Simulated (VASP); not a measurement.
```xyz
4
Lattice="2.3856 -4.1320 0.0000 2.3856 4.1320 0.0000 0.0000 0.0000 7.7938" Properties=species:S:1:pos:R:3 pbc="T T T"
Ag     2.3856    -1.3773     3.8980
Ag     2.3856     1.3773     0.0011
I      2.3856    -1.3773     6.8185
I      2.3856     1.3773     2.9216
```

These are revPBE GGA, VASP's PBE PAW potentials (set 64) (plane waves; VASP) values and carry that method's errors. Numerical set-up: 520 eV cut-off, 6×6×3 Γ-centred mesh, tetrahedra with Blöchl corrections, potentials Ag I.

The cores are frozen, which limits the accuracy of field gradients.

Task: Give the principal components of the electric field gradient (V/Å²) and the asymmetry η at each nucleus.

Result: 
| atom | Vxx | Vyy | Vzz | η |
|---|---|---|---|---|
| Ag1 | 0.2 | 0.2 | -0.4 | - |
| Ag2 | 0.2 | 0.2 | -0.4 | - |
| I3 | -1.9 | -1.9 | 3.9 | 0.00 |
| I4 | -1.9 | -1.9 | 3.9 | 0.00 |

The compound is AgI in the wurtzite structure. It was relaxed first, which changed the volume by +12 %.
